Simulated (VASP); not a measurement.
# ZnPt under strain

Aim: follow the pressure of ZnPt through compression, expansion and shear. All runs use LDA. Left out of this account: 1 further run (self-consistent run: a reference on another mesh). The start is a cell from a database of measured crystal structures.

Calculated with VASP 6.6.1; LDA; plane waves and PAW (Zn, Pt).

Most raw output is cut from this account.

### Step 1. Set-up

Symmetry: P4/mmm, No. 123, tetragonal system. The conventional cell has a = 2.864 Å, b = 2.864 Å, c = 3.510 Å, α = 90.00°, β = 90.00°, γ = 90.00°. Nearest to Zn lie 8 Pt at 2.68 Å and 4 Zn at 2.86 Å. Pt has 8 Zn at 2.68 Å and 4 Pt at 2.86 Å nearest. Farther neighbours are not listed.

Structure file:

```xyz
2
Lattice="2.8640 0.0000 0.0000 0.0000 2.8640 0.0000 0.0000 0.0000 3.5100" Properties=species:S:1:pos:R:3 pbc="T T T"
Zn    1.4320    1.4320    1.7550
Pt    0.0000    0.0000    0.0000
```

### Step 2. Bands, cell as listed

The mesh alone shows little of the dispersion and can miss band extrema, so KPOINTS_OPT adds a path through the symmetry points after the self-consistent cycle. LDA, the lowest rung, knows the local density alone.

Contents of INCAR:

```
SYSTEM = ZnPt
PREC = Accurate
ENCUT = 400
EDIFF = 1E-06
NELM = 100
ISMEAR = -1
SIGMA = 0.05
LREAL = .FALSE.
ALGO = Normal
GGA = CA
NBANDS = 23
LASPH = .TRUE.
LORBIT = 11
LWAVE = .FALSE.
LCHARG = .FALSE.
KPAR = 2
```

Contents of POSCAR:

```
ZnPt
1.0
    2.8640000000      0.0000000000      0.0000000000
    0.0000000000      2.8640000000      0.0000000000
    0.0000000000      0.0000000000      3.5100000000
Zn Pt
1 1
Direct
    0.5000000000      0.5000000000      0.5000000000
    0.0000000000      0.0000000000      0.0000000000
```

Contents of KPOINTS:

```
Automatic mesh
0
Gamma
13 13 11
0 0 0
```

Contents of KPOINTS_OPT:

```
Line mode
16
Line-mode
Reciprocal
  0.00000000   0.00000000   0.00000000 GAMMA
  0.00000000   0.50000000   0.00000000 X

  0.00000000   0.50000000   0.00000000 X
  0.50000000   0.50000000   0.00000000 M

  0.50000000   0.50000000   0.00000000 M
  0.00000000   0.00000000   0.00000000 GAMMA

  0.00000000   0.00000000   0.00000000 GAMMA
  0.00000000   0.00000000   0.50000000 Z

  0.00000000   0.00000000   0.50000000 Z
  0.00000000   0.50000000   0.50000000 R

  0.00000000   0.50000000   0.50000000 R
  0.50000000   0.50000000   0.50000000 A

  0.50000000   0.50000000   0.50000000 A
  0.00000000   0.00000000   0.50000000 Z

  0.00000000   0.50000000   0.00000000 X
  0.00000000   0.50000000   0.50000000 R

  0.50000000   0.50000000   0.00000000 M
  0.50000000   0.50000000   0.50000000 A
```

Potentials, in the order of the species: Zn and Pt (LDA family, release 64).

Run with:

```bash
mpirun -np 2 vasp_std
```

The job ended after 16 s (2 MPI ranks of Intel Xeon 6975P-C (Granite Rapids), shared host; peak memory 0.41 GiB).

Spin-orbit coupling is off here; with elements this heavy it splits and shifts levels by tenths of an eV or more. At this level the cell is under a tension of 10.4 GPa, so at these settings it is away from equilibrium.

This step gave:

```
SCF cycles              : 11
electrons               : 22
bands                   : 23
irreducible k-points    : 168
symmetry operations     : 16
free energy (TOTEN)     : -10.49 eV
energy at zero smearing : -10.48 eV
Fermi energy            : 7.181 eV
pressure                : -10.35 GPa
metallic                : yes
```

The electronic bands at the labelled points (eV, zero at the Fermi level; # counts the bands kept):

```
          point     #8     #9    #10    #11    #12    #13    #14
              Γ  -3.95  -1.48  -1.48  -0.90   2.45   8.34   8.34
0.47 of the way  -3.56  -3.05  -1.75  -1.52   3.61   5.11   9.35
              X  -4.21  -4.14  -2.59  -1.57   1.18   9.14   9.78
0.47 of the way  -3.43  -3.15  -2.07  -1.57   1.15   8.76   9.13
              M  -2.53  -2.53  -0.35  -0.35   0.19   5.10   5.49
0.53 of the way  -3.48  -3.09  -2.53  -2.03   4.59   5.35   6.89
              Γ  -3.95  -1.48  -1.48  -0.90   2.45   8.34   8.34
0.53 of the way  -4.45  -2.00  -2.00  -0.93  -0.57  10.21  10.21
              Z  -4.89  -2.37  -2.37  -1.87  -0.96  12.46  13.63
0.53 of the way  -3.74  -2.10  -1.91  -1.61  -1.49   6.85   7.43
              R  -2.05  -1.82  -1.55  -1.24  -1.17   3.10   4.16
0.53 of the way  -4.23  -2.39  -1.07   2.02   2.47   3.40   3.54
              A  -5.04  -1.24   0.20   2.62   5.18   5.18   5.59
0.53 of the way  -3.43  -3.22  -2.17  -0.96  -0.20   7.26   8.56
              Z  -4.89  -2.37  -2.37  -1.87  -0.96  12.46  13.63
      jump to X  -4.21  -4.14  -2.59  -1.57   1.18   9.14   9.78
0.47 of the way  -3.85  -2.52  -2.35  -1.56   0.92   5.56   6.27
              R  -2.05  -1.82  -1.55  -1.24  -1.17   3.10   4.16
      jump to M  -2.53  -2.53  -0.35  -0.35   0.19   5.10   5.49
0.53 of the way  -4.21  -1.96   0.20   2.36   2.36   3.70   5.20
              A  -5.04  -1.24   0.20   2.62   5.18   5.18   5.59
```

Of the projections kept (Zn, Pt), the largest for each band there; the rest of the weight can lie on other orbitals:

```
point       #8       #9      #10      #11      #12      #13      #14
    Γ  Pt 0.76  Pt 0.94  Pt 0.94  Pt 0.98  Zn 0.50  Zn 0.60  Zn 0.60
    X  Pt 0.98  Zn 0.74  Pt 0.98  Pt 1.00  Pt 0.95  Zn 0.60  Pt 0.68
    M  Pt 0.81  Pt 0.81  Pt 0.51  Pt 0.51  Pt 1.00  Pt 0.88  Zn 0.62
    Γ  Pt 0.76  Pt 0.94  Pt 0.94  Pt 0.98  Zn 0.50  Zn 0.60  Zn 0.60
    Z  Pt 1.00  Pt 0.96  Pt 0.96  Pt 0.96  Pt 1.00  Zn 1.00  Zn 0.71
    R  Pt 0.92  Zn 0.55  Pt 0.93  Pt 0.65  Pt 0.95  Pt 0.90  Pt 0.54
```

There is no gap at this level.

### Step 3. Bands, volume times 1.04

The cell is expanded evenly, with fractional positions held.

INCAR is that of step 2.

Contents of POSCAR:

```
ZnPt
1.0
    2.9016885325      0.0000000000      0.0000000000
    0.0000000000      2.9016885325      0.0000000000
    0.0000000000      0.0000000000      3.5561895074
Zn Pt
1 1
Direct
    0.5000000000      0.5000000000      0.5000000000
    0.0000000000      0.0000000000      0.0000000000
```

KPOINTS is that of step 2.

KPOINTS_OPT is that of step 2.

Run with:

```bash
mpirun -np 2 vasp_std
```

The job ended after 16 s (2 MPI ranks; peak memory 0.42 GiB).

This step gave:

```yaml
free_energy_toten: -10.39 eV
energy_at_zero_smearing: -10.39 eV
fermi_energy: 6.657 eV
pressure: -16.20 GPa
```

Electronic bands along the path, in eV, zero at the Fermi level; # counts the bands kept:

```
          point     #8     #9    #10    #11    #12    #13    #14    #15
              Γ  -3.78  -1.43  -1.43  -0.87   2.48   8.22   8.22   8.44
0.53 of the way  -3.29  -3.13  -1.82  -1.46   2.85   5.58   9.03  10.58
              X  -3.98  -3.97  -2.45  -1.50   1.09   9.01   9.57  11.02
0.47 of the way  -3.27  -2.98  -1.99  -1.49   1.08   8.53   8.81  10.03
              M  -2.44  -2.44  -0.23  -0.23   0.15   4.84   5.17   8.91
0.47 of the way  -3.00  -2.97  -2.43  -2.06   3.86   4.97   7.54   9.82
              Γ  -3.78  -1.43  -1.43  -0.87   2.48   8.22   8.22   8.44
0.47 of the way  -4.13  -1.82  -1.82  -0.89  -0.12   9.60   9.60  12.41
              Z  -4.61  -2.25  -2.25  -1.78  -0.93  12.35  13.24  13.24
0.47 of the way  -3.79  -2.03  -1.91  -1.50  -1.43   7.30   8.10  13.24
              R  -1.96  -1.65  -1.49  -1.13  -1.10   2.91   3.91  13.15
0.47 of the way  -3.77  -2.65  -1.07   1.49   1.92   3.13   3.48   9.24
              A  -4.76  -1.19   0.17   2.50   5.09   5.09   5.52   6.67
0.53 of the way  -3.26  -3.05  -2.06  -0.95  -0.19   7.03   8.35   9.09
              Z  -4.61  -2.25  -2.25  -1.78  -0.93  12.35  13.24  13.24
      jump to X  -3.98  -3.97  -2.45  -1.50   1.09   9.01   9.57  11.02
0.53 of the way  -3.51  -2.18  -2.14  -1.50   0.76   4.79   5.62  13.80
              R  -1.96  -1.65  -1.49  -1.13  -1.10   2.91   3.91  13.15
      jump to M  -2.44  -2.44  -0.23  -0.23   0.15   4.84   5.17   8.91
0.47 of the way  -3.78  -2.01   0.16   1.89   1.89   3.79   4.93   9.29
              A  -4.76  -1.19   0.17   2.50   5.09   5.09   5.52   6.67
```

Of the projections kept (Zn, Pt), the largest for each band there; the rest of the weight can lie on other orbitals:

```
point       #8       #9      #10      #11      #12      #13      #14      #15
    Γ  Pt 0.78  Pt 0.95  Pt 0.95  Pt 0.98  Zn 0.50  Zn 0.60  Zn 0.60  Pt 0.56
    X  Pt 0.92  Pt 0.98  Pt 0.98  Pt 1.00  Pt 0.95  Zn 0.59  Pt 0.69  Zn 0.60
    M  Pt 0.83  Pt 0.83  Zn 0.50  Zn 0.50  Pt 1.00  Pt 0.89  Zn 0.62  Zn 1.00
    Γ  Pt 0.78  Pt 0.95  Pt 0.95  Pt 0.98  Zn 0.50  Zn 0.60  Zn 0.60  Pt 0.56
    Z  Pt 1.00  Pt 0.96  Pt 0.96  Pt 0.97  Pt 1.00  Zn 1.00  Zn 0.73  Zn 0.73
    R  Pt 0.93  Zn 0.55  Pt 0.93  Pt 0.96  Pt 0.65  Pt 0.91  Pt 0.54  Zn 1.00
```

 The pressure is -16.20 GPa.

For the pressure, step 2 gave -10.4 GPa; this run, with cell volume +4.0 %, gives -16.2 GPa.

### Step 4. Bands, volume times 1.08

INCAR is that of step 3.

Contents of POSCAR:

```
ZnPt
1.0
    2.9384226668      0.0000000000      0.0000000000
    0.0000000000      2.9384226668      0.0000000000
    0.0000000000      0.0000000000      3.6012093437
Zn Pt
1 1
Direct
    0.5000000000      0.5000000000      0.5000000000
    0.0000000000      0.0000000000      0.0000000000
```

KPOINTS is that of step 3.

KPOINTS_OPT is that of step 3.

Run with:

```bash
mpirun -np 2 vasp_std
```

The job ended after 16 s (2 MPI ranks; peak memory 0.44 GiB; 31 s of CPU time).

This step gave:

| Property | Result |
| --- | --- |
| free energy (TOTEN) | -10.26 eV |
| energy at zero smearing | -10.26 eV |
| Fermi energy | 6.178 eV |
| pressure | -20.65 GPa |

The electronic bands at the labelled points (eV, zero at the Fermi level; # counts the bands kept):

```csv
point,#8,#9,#10,#11,#12,#13,#14,#15
Γ,-3.63,-1.38,-1.38,-0.84,2.51,8.05,8.09,8.09
0.47 of the way,-3.24,-2.74,-1.58,-1.40,3.42,4.91,8.73,9.87
X,-3.77,-3.75,-2.32,-1.43,1.02,8.87,9.37,10.69
0.47 of the way,-3.12,-2.83,-1.91,-1.41,1.01,8.31,8.50,9.88
M,-2.36,-2.36,-0.13,-0.13,0.12,4.60,4.88,8.80
0.53 of the way,-3.15,-2.77,-2.27,-1.89,4.45,4.91,6.56,9.52
Γ,-3.63,-1.38,-1.38,-0.84,2.51,8.05,8.09,8.09
0.47 of the way,-3.97,-1.74,-1.74,-0.87,-0.09,9.42,9.42,11.99
Z,-4.36,-2.13,-2.13,-1.70,-0.90,12.24,12.87,12.87
0.47 of the way,-3.59,-1.93,-1.82,-1.44,-1.38,7.07,7.89,12.91
R,-1.88,-1.49,-1.45,-1.10,-0.96,2.74,3.67,12.87
0.53 of the way,-3.78,-2.16,-1.01,1.98,2.41,3.05,3.16,8.47
A,-4.51,-1.15,0.13,2.37,5.01,5.01,5.46,6.34
0.47 of the way,-3.33,-2.49,-1.91,-0.70,0.33,6.02,7.77,8.51
Z,-4.36,-2.13,-2.13,-1.70,-0.90,12.24,12.87,12.87
jump to X,-3.77,-3.75,-2.32,-1.43,1.02,8.87,9.37,10.69
0.53 of the way,-3.32,-2.07,-2.02,-1.44,0.72,4.62,5.41,13.47
R,-1.88,-1.49,-1.45,-1.10,-0.96,2.74,3.67,12.87
jump to M,-2.36,-2.36,-0.13,-0.13,0.12,4.60,4.88,8.80
0.53 of the way,-3.80,-1.81,0.12,2.32,2.32,3.35,4.76,9.09
A,-4.51,-1.15,0.13,2.37,5.01,5.01,5.46,6.34
```

Of the projections kept (Zn, Pt), the largest for each band there; the rest of the weight can lie on other orbitals:

```
point       #8       #9      #10      #11      #12      #13      #14      #15
    Γ  Pt 0.81  Pt 0.95  Pt 0.95  Pt 0.99  Zn 0.50  Pt 0.56  Zn 0.60  Zn 0.60
    X  Pt 0.93  Pt 0.99  Pt 0.98  Pt 1.00  Pt 0.95  Zn 0.57  Pt 0.70  Zn 0.61
    M  Pt 0.85  Pt 0.85  Zn 0.50  Zn 0.50  Pt 1.00  Pt 0.90  Zn 0.62  Zn 1.00
    Γ  Pt 0.81  Pt 0.95  Pt 0.95  Pt 0.99  Zn 0.50  Pt 0.56  Zn 0.60  Zn 0.60
    Z  Pt 1.00  Pt 0.97  Pt 0.97  Pt 0.97  Pt 1.00  Zn 1.00  Zn 0.74  Zn 0.74
    R  Pt 0.93  Zn 0.55  Pt 0.94  Pt 0.96  Pt 0.64  Pt 0.91  Pt 0.54  Zn 1.00
```

 The pressure is -20.65 GPa.

For the pressure, step 2 gave -10.4 GPa; this run, with cell volume +8.0 %, gives -20.7 GPa.

### Step 5. Bands, sheared, principal strains -2.7, +1.0, +1.7 %

The cell is sheared at fixed volume, which lowers its symmetry.

INCAR is that of step 4.

Contents of POSCAR:

```
ZnPt
1.0
    2.8753270000     -0.0428860000      0.0379900000
   -0.0428860000      2.8626950000      0.0353960000
    0.0465590000      0.0433790000      3.4997170000
Zn Pt
1 1
Direct
    0.5000000000      0.5000000000      0.5000000000
    0.0000000000      0.0000000000      0.0000000000
```

KPOINTS is that of step 4.

Contents of KPOINTS_OPT:

```
Line mode
16
Line-mode
Reciprocal
  0.00000000  -0.50000000   0.00000000 X
  0.00000000   0.00000000   0.00000000 GAMMA

  0.00000000   0.00000000   0.00000000 GAMMA
  0.00000000   0.00000000  -0.50000000 Y

  0.00000000  -0.50000000  -0.50000000 L
  0.00000000   0.00000000   0.00000000 GAMMA

  0.00000000   0.00000000   0.00000000 GAMMA
  0.50000000   0.00000000   0.50000000 Z

  0.50000000  -0.50000000   0.50000000 N
  0.00000000   0.00000000   0.00000000 GAMMA

  0.00000000   0.00000000   0.00000000 GAMMA
  0.50000000   0.00000000   0.00000000 M

  0.50000000  -0.50000000   0.00000000 R
  0.00000000   0.00000000   0.00000000 GAMMA
```

Run with:

```bash
mpirun -np 2 vasp_std
```

Wall time 58 s (2 MPI ranks); peak memory 1.3 GiB.

The path and its labels are those of the sheared lattice, so a letter need not mean the same point as in the unstrained cell.

Numbers from this step:

- irreducible k-points: 930
- symmetry operations: 2
- free energy (TOTEN): -10.47 eV
- energy at zero smearing: -10.47 eV
- Fermi energy: 7.201 eV
- pressure: -10.02 GPa

The electronic bands at the labelled points (eV, zero at the Fermi level; # counts the bands kept):

```
          point     #8     #9    #10    #11    #12    #13    #14    #15
              X  -4.17  -4.15  -2.64  -1.61   1.17   9.05  10.01  11.29
0.53 of the way  -3.57  -3.05  -1.80  -1.55   3.60   5.17   9.41  10.17
              Γ  -3.95  -1.51  -1.49  -0.94   2.51   8.20   8.37   8.94
0.53 of the way  -4.45  -2.07  -1.98  -0.98  -0.54  10.07  10.22  13.23
              Y  -4.89  -2.50  -2.33  -1.83  -1.01  12.37  13.48  13.66
      jump to L  -2.08  -1.85  -1.59  -1.20  -1.17   3.08   4.24  13.14
0.47 of the way  -3.61  -3.18  -1.95  -1.59   1.61   4.64  10.15  11.78
              Γ  -3.95  -1.51  -1.49  -0.94   2.51   8.20   8.37   8.94
0.47 of the way  -3.72  -3.19  -1.86  -1.50   1.88   4.93  11.25  11.31
              Z  -2.04  -1.88  -1.57  -1.24  -1.18   2.98   4.22  13.26
      jump to N  -5.01  -1.26   0.16   2.52   4.90   5.24   5.84   6.69
0.53 of the way  -3.46  -2.70  -2.62  -2.38   3.12   6.00   6.58  11.92
              Γ  -3.95  -1.51  -1.49  -0.94   2.51   8.20   8.37   8.94
0.53 of the way  -3.48  -3.30  -1.94  -1.54   2.84   5.74   9.40  10.81
              M  -4.20  -4.18  -2.59  -1.59   1.09   8.99   9.99  11.25
      jump to R  -2.59  -2.45  -0.63  -0.15   0.15   4.87   5.65   8.97
0.47 of the way  -3.12  -3.08  -2.66  -2.12   3.94   5.50   7.59  10.01
              Γ  -3.95  -1.51  -1.49  -0.94   2.51   8.20   8.37   8.94
```

Of the projections kept (Zn, Pt), the largest for each band there; the rest of the weight can lie on other orbitals:

```csv
point,#8,#9,#10,#11,#12,#13,#14,#15
X,Pt 0.95,Zn 0.74,Pt 0.98,Pt 1.00,Pt 0.95,Zn 0.53,Pt 0.64,Zn 0.58
Γ,Pt 0.76,Pt 0.94,Pt 0.94,Pt 0.98,Zn 0.50,Zn 0.60,Zn 0.60,Pt 0.56
Y,Pt 1.00,Pt 0.95,Pt 0.97,Pt 0.97,Pt 1.00,Zn 0.95,Zn 0.72,Zn 0.71
L,Pt 0.92,Zn 0.54,Pt 0.92,Pt 0.64,Pt 0.95,Pt 0.89,Pt 0.55,Zn 0.98
Γ,Pt 0.76,Pt 0.94,Pt 0.94,Pt 0.98,Zn 0.50,Zn 0.60,Zn 0.60,Pt 0.56
Z,Pt 0.92,Zn 0.53,Pt 0.93,Pt 0.63,Pt 0.95,Pt 0.89,Pt 0.55,Zn 0.98
```

 The pressure is -10.02 GPa, and the symmetry operations fall from 16 to 2.

### Step 6. Bands, volume times 0.96

The cell is compressed evenly, with fractional positions held.

INCAR is that of step 5.

Contents of POSCAR:

```
ZnPt
1.0
    2.8252925524      0.0000000000      0.0000000000
    0.0000000000      2.8252925524      0.0000000000
    0.0000000000      0.0000000000      3.4625617524
Zn Pt
1 1
Direct
    0.5000000000      0.5000000000      0.5000000000
    0.0000000000      0.0000000000      0.0000000000
```

KPOINTS is that of step 5.

Contents of KPOINTS_OPT:

```
Line mode
16
Line-mode
Reciprocal
  0.00000000   0.00000000   0.00000000 GAMMA
  0.00000000   0.50000000   0.00000000 X

  0.00000000   0.50000000   0.00000000 X
  0.50000000   0.50000000   0.00000000 M

  0.50000000   0.50000000   0.00000000 M
  0.00000000   0.00000000   0.00000000 GAMMA

  0.00000000   0.00000000   0.00000000 GAMMA
  0.00000000   0.00000000   0.50000000 Z

  0.00000000   0.00000000   0.50000000 Z
  0.00000000   0.50000000   0.50000000 R

  0.00000000   0.50000000   0.50000000 R
  0.50000000   0.50000000   0.50000000 A

  0.50000000   0.50000000   0.50000000 A
  0.00000000   0.00000000   0.50000000 Z

  0.00000000   0.50000000   0.00000000 X
  0.00000000   0.50000000   0.50000000 R

  0.50000000   0.50000000   0.00000000 M
  0.50000000   0.50000000   0.50000000 A
```

Run with:

```bash
mpirun -np 2 vasp_std
```

Wall time 15 s (2 MPI ranks); peak memory 0.4 GiB.

Numbers from this step:

```
irreducible k-points    : 168
symmetry operations     : 16
free energy (TOTEN)     : -10.53 eV
energy at zero smearing : -10.53 eV
Fermi energy            : 7.757 eV
pressure                : -2.702 GPa
```

Electronic bands along the path, in eV, zero at the Fermi level; # counts the bands kept:

```csv
point,#8,#9,#10,#11,#12,#13,#14
Γ,-4.12,-1.53,-1.53,-0.93,2.42,8.47,8.47
0.47 of the way,-3.74,-3.23,-1.85,-1.59,3.70,5.21,9.68
X,-4.48,-4.26,-2.76,-1.65,1.27,9.27,9.99
0.53 of the way,-3.41,-3.04,-2.26,-1.47,1.20,8.29,8.74
M,-2.62,-2.62,-0.49,-0.49,0.23,5.38,5.83
0.53 of the way,-3.66,-3.28,-2.69,-2.12,4.66,5.59,7.07
Γ,-4.12,-1.53,-1.53,-0.93,2.42,8.47,8.47
0.53 of the way,-4.65,-2.10,-2.10,-0.97,-0.62,10.43,10.43
Z,-5.21,-2.51,-2.51,-1.97,-1.01,12.57,14.05
0.47 of the way,-4.26,-2.28,-2.10,-1.64,-1.58,7.81,8.55
R,-2.15,-2.01,-1.61,-1.41,-1.21,3.31,4.43
0.47 of the way,-4.24,-2.93,-1.14,1.50,1.96,3.52,3.91
A,-5.35,-1.30,0.25,2.74,5.28,5.28,5.66
0.47 of the way,-3.89,-2.93,-2.23,-0.70,0.37,6.62,8.42
Z,-5.21,-2.51,-2.51,-1.97,-1.01,12.57,14.05
jump to X,-4.48,-4.26,-2.76,-1.65,1.27,9.27,9.99
0.53 of the way,-3.97,-2.42,-2.42,-1.63,0.84,5.17,6.07
R,-2.15,-2.01,-1.61,-1.41,-1.21,3.31,4.43
jump to M,-2.62,-2.62,-0.49,-0.49,0.23,5.38,5.83
0.53 of the way,-4.44,-2.04,0.24,2.38,2.38,3.87,5.43
A,-5.35,-1.30,0.25,2.74,5.28,5.28,5.66
```

Of the projections kept (Zn, Pt), the largest for each band there; the rest of the weight can lie on other orbitals:

```
point       #8       #9      #10      #11      #12      #13      #14
    Γ  Pt 0.73  Pt 0.93  Pt 0.93  Pt 0.98  Zn 0.50  Zn 0.60  Zn 0.60
    X  Pt 0.91  Zn 0.74  Pt 0.97  Pt 1.00  Pt 0.94  Zn 0.62  Pt 0.67
    M  Pt 0.79  Pt 0.79  Pt 0.51  Pt 0.51  Pt 1.00  Pt 0.87  Zn 0.62
    Γ  Pt 0.73  Pt 0.93  Pt 0.93  Pt 0.98  Zn 0.50  Zn 0.60  Zn 0.60
    Z  Pt 1.00  Pt 0.96  Pt 0.96  Pt 0.96  Pt 1.00  Zn 1.00  Zn 0.70
    R  Pt 0.91  Zn 0.55  Pt 0.92  Pt 0.65  Pt 0.95  Pt 0.89  Pt 0.53
```

 The pressure is -2.70 GPa.

For the pressure, step 2 gave -10.4 GPa; this run, with cell volume -4.0 %, gives -2.70 GPa.

(Part 1 of 2 ends here.)

[Lines on the potential files, build, host, timing and source positions are cut from VASP's logs without a mark.]

[Logs are printed without paths, hosts, clocks, repeated set-up lines and the standing remarks that a program may print on its own settings, such as how far it seeks lower states.]

[Hosts, paths, dates, database ids (printed as entryN), source tags and the programs' standing remarks are cut or masked in the printed files.]

[A measured line is paired with the nearest computed mode of its activity, which favours agreement.]
